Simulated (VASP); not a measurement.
SiBr, 4 atoms in the cell. It takes space group P6_3mc (No. 186, hexagonal). Conventional cell: a = 3.846 Å, b = 3.846 Å, c = 6.329 Å, α = 90.00°, β = 90.00°, γ = 120.00°. Si (site symmetry 3m) has 4 Br at 2.36 Å as nearest neighbours. Around Br (site symmetry 3m) lie 4 Si at 2.36 Å. The cell was built by a generator and needn't be a form met in nature.

| Quantity | Value |
| --- | --- |
| Program | VASP 6.6.1 |
| Task | single point |
| Functional | PBE |
| Potentials or basis | VASP PAW PBE potentials, release 64 (Si, Br) |
| Cutoff | 520 eV |
| k mesh | 6 × 6 × 4 |
| Occupations | gaussian, width 0.1 eV |
| Spin | no spin polarisation |
| Dipole correction | no |
| Further INCAR settings | ALGO = Normal; EDIFF = 1e-07; NBANDS = 19 |

Potentials or basis: VASP PAW PBE potentials, release 64 (Si, Br).

The run is started by

```bash
$ cat potpaw_PBE.64/Si/POTCAR potpaw_PBE.64/Br/POTCAR > POTCAR
$ mpirun -np 1 vasp_std > vasp.out
```

Hardware: 1 thread of Intel(R) Xeon(R) Platinum 8559C (Emerald Rapids) (shared host).

Problem. How long does it take, and how much memory?

Solution. Run time: 35 s on 1 thread of Intel(R) Xeon(R) Platinum 8559C (Emerald Rapids) (shared host), peak memory 0.19 GiB. Counts: scf iterations 14, k points 21.
